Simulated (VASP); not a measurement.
Calculation: LDA (Ceperley-Alder, Perdew-Zunger), VASP's LDA PAW potentials (set 64) (plane waves; VASP 6.6.1).

The input files of a VASP run:

POSCAR:
```
CsSnI3
1
    6.0429305882     0.0000000000     0.0000000000
   -0.0000000000     6.0429305882    -0.0000000000
    0.0000000000     0.0000000000     6.0429305882
Cs Sn I
1 1 3
Direct
  0.0000000000   0.0000000000   0.0000000000
  0.5000000000   0.5000000000   0.5000000000
  0.5000000000   0.0000000000   0.5000000000
  0.0000000000   0.5000000000   0.5000000000
  0.5000000000   0.5000000000   0.0000000000
```

KPOINTS:
```
K-points
0
G
  5 5 5
0 0 0
```

INCAR:
```
ALGO  =  Normal
SIGMA  =  0.1   ! width (eV)
LCHARG  =  F
EDIFF  =  1E-6
LWAVE  =  F
ISIF  =  3
EDIFFG  =  -0.02   ! ionic stop
ISMEAR  =  1
PREC  =  Accurate
LREAL  =  F   ! projection in real space or not
LMAXMIX  =  4   ! l cut-off of mixed one-centre charges
IBRION  =  2   ! conjugate gradients
NSW  =  60
NELM  =  100   ! most electronic steps
LASPH  =  T   ! aspherical one-centre terms
ENCUT  =  400
SYSTEM  =  CsSnI3
```

POTCAR, in this order: Cs_sv Sn_d I (LDA.64 set). Program: vasp_std.

Output of the run:

File OSZICAR:
```
       N       E                     dE             d eps       ncg     rms          rms(c)
DAV:   1     0.326895129532E+03    0.32690E+03   -0.16308E+04   520   0.131E+03
DAV:   2     0.268996750722E+02   -0.30000E+03   -0.29456E+03   590   0.288E+02
DAV:   3    -0.146732091622E+02   -0.41573E+02   -0.41055E+02   654   0.120E+02
DAV:   4    -0.162906307099E+02   -0.16174E+01   -0.16152E+01   616   0.274E+01
DAV:   5    -0.163417398336E+02   -0.51109E-01   -0.51099E-01   816   0.477E+00    0.525E+00
DAV:   6    -0.161763345749E+02    0.16541E+00   -0.30967E-01   700   0.322E+00    0.345E+00
DAV:   7    -0.161524430201E+02    0.23892E-01   -0.22782E-01   724   0.213E+00    0.721E-01
DAV:   8    -0.161491922154E+02    0.32508E-02   -0.37583E-02   612   0.129E+00    0.242E-01
DAV:   9    -0.161490980738E+02    0.94142E-04   -0.19122E-03   732   0.325E-01    0.602E-02
DAV:  10    -0.161491005231E+02   -0.24493E-05   -0.16709E-04   668   0.630E-02    0.326E-02
DAV:  11    -0.161490921557E+02    0.83674E-05   -0.10364E-04   718   0.717E-02    0.254E-02
DAV:  12    -0.161490894602E+02    0.26955E-05   -0.17066E-05   632   0.201E-02    0.153E-02
DAV:  13    -0.161490893762E+02    0.84058E-07   -0.87296E-07   458   0.604E-03
   1 F= -.16149089E+02 E0= -.16149213E+02  d E =-.161491E+02
       N       E                     dE             d eps       ncg     rms          rms(c)
DAV:   1    -0.161770602925E+02   -0.27971E-01   -0.56207E-01   658   0.678E+00    0.896E-01
DAV:   2    -0.161561318524E+02    0.20928E-01   -0.38226E-02   632   0.182E+00    0.371E-01
DAV:   3    -0.161510658493E+02    0.50660E-02   -0.14995E-02   684   0.991E-01    0.142E-01
DAV:   4    -0.161508619681E+02    0.20388E-03   -0.41090E-04   608   0.137E-01    0.118E-01
DAV:   5    -0.161507662556E+02    0.95712E-04   -0.15923E-04   788   0.103E-01    0.277E-02
DAV:   6    -0.161507627578E+02    0.34978E-05   -0.23933E-05   644   0.476E-02    0.422E-03
DAV:   7    -0.161507626275E+02    0.13028E-06   -0.10621E-06   390   0.594E-03
   2 F= -.16150763E+02 E0= -.16150886E+02  d E =-.167325E-02
```

OUTCAR:
```
------------------------ aborting loop because EDIFF is reached ----------------------------------------
  FORCE on cell =-STRESS in cart. coord.  units (eV):
  Direction    XX          YY          ZZ          XY          YZ          ZX
  --------------------------------------------------------------------------------------
  Total       -0.0421545     -0.0421545     -0.0421545     -0.0000000      0.0000000     -0.0000000
  in kB       -0.3089181     -0.3089181     -0.3089181     -0.0000000      0.0000000     -0.0000000
  external PRESSURE =      -0.3089181 kB  Pullay stress =       0.0000000 kB
  volume of cell :      218.63
      direct lattice vectors                 reciprocal lattice vectors
     6.024259707  0.000000000  0.000000000     0.165995500 -0.000000000  0.000000000
     0.000000000  6.024259707  0.000000000    -0.000000000  0.165995500 -0.000000000
    -0.000000000  0.000000000  6.024259707    -0.000000000 -0.000000000  0.165995500
 POSITION                                       TOTAL-FORCE (eV/Angst)
 -----------------------------------------------------------------------------------
      0.00000      0.00000      0.00000        -0.000000      0.000000      0.000000
      3.01213      3.01213      3.01213         0.000000      0.000000      0.000000
      3.01213      0.00000      3.01213        -0.000000      0.000000      0.000000
      0.00000      3.01213      3.01213        -0.000000      0.000000      0.000000
      3.01213      3.01213      0.00000        -0.000000      0.000000      0.000000
 -----------------------------------------------------------------------------------
    total drift:                                0.000000      0.000000     -0.000000
  FREE ENERGIE OF THE ION-ELECTRON SYSTEM (eV)
  ---------------------------------------------------
  free  energy   TOTEN  =       -16.1507626275 eV

  energy  without entropy=      -16.1511337262  energy(sigma->0) =      -16.15088633

 reached required accuracy - stopping structural energy minimisation
```
(Selected blocks of OUTCAR.)

### CONTCAR
```
CsSnI3
   1.00000000000000
     6.0242597073154371    0.0000000000000000    0.0000000000000000
     0.0000000000000000    6.0242597073154371    0.0000000000000000
    -0.0000000000000000    0.0000000000000000    6.0242597073154371
  Cs              Sn              I
     1     1     3
Direct
     0.0000000000000000    0.0000000000000000    0.0000000000000000
     0.5000000000000000    0.5000000000000000    0.5000000000000000
     0.5000000000000000    0.0000000000000000    0.5000000000000000
     0.0000000000000000    0.5000000000000000    0.5000000000000000
     0.5000000000000000    0.5000000000000000    0.0000000000000000
```

The compound is CsSnI3 in the cubic perovskite structure, the ideal cubic form; the compound distorts at low or room temperature. This run relaxes it. Symmetry was kept, so distortions that lower it aren't found. The start is the result of an earlier pass.
